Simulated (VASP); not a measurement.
Data:

```
CELL_PARAMETERS angstrom
      3.85929     0.00000     0.00000
      0.00000     3.85929     0.00000
      0.00000     0.00000     3.85929
ATOMIC_POSITIONS crystal
  K  0.00000 0.00000 0.00000
  Ta 0.50000 0.50000 0.50000
  O  0.50000 0.00000 0.50000
  O  0.00000 0.50000 0.50000
  O  0.50000 0.50000 0.00000
```

Method: LDA (Ceperley-Alder, Perdew-Zunger), VASP's LDA PAW potentials (set 64) (plane waves; VASP 6.6.1). Numerical set-up: 620 eV cut-off, 6×6×6 Γ-centred mesh, Gaussian smearing of 0.050 eV, potentials K_sv Ta_pv O.

Unless said otherwise, spin-orbit coupling is left out, though it shifts the bands of the heavy elements here.

Question: What does the run give for the energy per atom (σ→0), pressure, band gap (on the k-mesh) with the smallest direct gap where there is one?

Answer: 
band gap (on the k-mesh): 2.21 eV
smallest direct gap (on the k-mesh): 2.76 eV
energy per atom (σ→0): -8.959 eV/atom
pressure: 19.76 GPa

Total energies compare only between runs with the same potentials, cut-off and functional.

The compound is KTaO3 in the cubic perovskite structure. It was relaxed first under an external pressure of 20 GPa.
